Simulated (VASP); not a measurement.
Input:

```
CELL_PARAMETERS angstrom
      4.25280     0.00000     0.00000
      0.00000     4.25280     0.00000
      0.00000     0.00000     4.25280
ATOMIC_POSITIONS crystal
  Ba 0.00000 0.00000 0.00000
  Zr 0.50000 0.50000 0.50000
  O  0.50000 0.00000 0.50000
  O  0.00000 0.50000 0.50000
  O  0.50000 0.50000 0.00000
```

Method: optB86b-vdW, VASP's PBE PAW potentials (set 64) (plane waves; VASP). Settings: 520 eV cut-off, 5×5×5 Γ-centred mesh, Gaussian smearing of 0.050 eV, potentials Ba_sv Zr_sv O.

Give the stress tensor in GPa (positive for a compressed cell).

```
-4.40   0.00   0.00
 0.00  -4.40   0.00
 0.00   0.00  -4.40
```
The pressure is its mean diagonal, -4.40 GPa.

The compound is BaZrO3 in the cubic perovskite structure. This cell is one point of a volume scan, at 1.03 of the reference volume.
